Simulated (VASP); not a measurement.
Crystal: SrTiO3.

```xyz
5
Lattice="3.9399 0.0000 0.0000 0.0000 3.9399 0.0000 0.0000 0.0000 3.9399" Properties=species:S:1:pos:R:3 pbc="T T T"
Sr    0.0000    0.0000    0.0000
Ti    1.9699    1.9699    1.9699
O     1.9699    0.0000    1.9699
O     1.9699    1.9699    0.0000
O     0.0000    1.9699    1.9699
```

The cell is a database's computed one.

Base run:

* Program: VASP 6.6.1
* Functional: r2SCAN
* Potentials or basis: VASP PAW PBE potentials, release 64 (Sr_sv, Ti_sv, O)
* Cutoff: 450 eV
* k mesh: 10 × 10 × 10
* Occupations: gaussian, width 0.02 eV
* Spin: no spin polarisation

Its results: band gap on the k mesh 2.22 eV, indirect (least direct gap 2.61 eV).

**Question.** After a change of settings the same cell gave: band gap on the k mesh 1.76 eV, indirect (least direct gap 2.13 eV). Which change was it?
A. functional from r2SCAN to PBEsol
B. functional from r2SCAN to HSE06; k mesh from 10 × 10 × 10 to 6 × 6 × 6
C. functional from r2SCAN to PBE0; k mesh from 10 × 10 × 10 to 6 × 6 × 6

**Answer.** A.

r2SCAN gives the wider gap, since meta-GGAs in the generalised Kohn-Sham scheme recover part of the derivative discontinuity.
